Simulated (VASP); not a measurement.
Consider the following.

```xyz
1
Lattice="-1.5783 1.5783 1.5783 1.5783 -1.5783 1.5783 1.5783 1.5783 -1.5783" Properties=species:S:1:pos:R:3 pbc="T T T"
W      0.0000     0.0000     0.0000
```

Computed with r2SCAN meta-GGA, VASP's PBE PAW potentials (set 64) (plane waves; VASP). Run with 500 eV cut-off, 16×16×16 Γ-centred mesh, first-order Methfessel-Paxton smearing of 0.10 eV, potentials W_sv.

**Question.** The ions, cell shape and volume at an external pressure of 10.0 GPa are relaxed. What does this cell relax into?

**Answer.** 
```xyz
1
Lattice="-1.5706 1.5706 1.5706 1.5706 -1.5706 1.5706 1.5706 1.5706 -1.5706" Properties=species:S:1:pos:R:3 pbc="T T T"
W      0.0000     0.0000     0.0000
```
Space group Im-3m (229), at a tolerance of 0.03 Å.

**Question.** How do energy and volume change from the first to the last step?

**Answer.** The energy (σ→0) changes by +10.4 meV/atom and the volume by -1.5 %, in 3 ionic steps.

```json
[
 {"step": "1", "E(σ→0) (eV)": "-51.3496", "max force (eV/Å)": "0.000", "pressure (GPa)": "4.91", "volume (Å³)": "15.73"},
 {"step": "2", "E(σ→0) (eV)": "-51.2233", "max force (eV/Å)": "0.000", "pressure (GPa)": "33.55", "volume (Å³)": "14.62"},
 {"step": "3", "E(σ→0) (eV)": "-51.3392", "max force (eV/Å)": "0.000", "pressure (GPa)": "9.87", "volume (Å³)": "15.50"}
]
```

The compound is W in the bcc structure. This run relaxes it under an external pressure of 10 GPa. Symmetry was kept, so distortions that lower it aren't found.
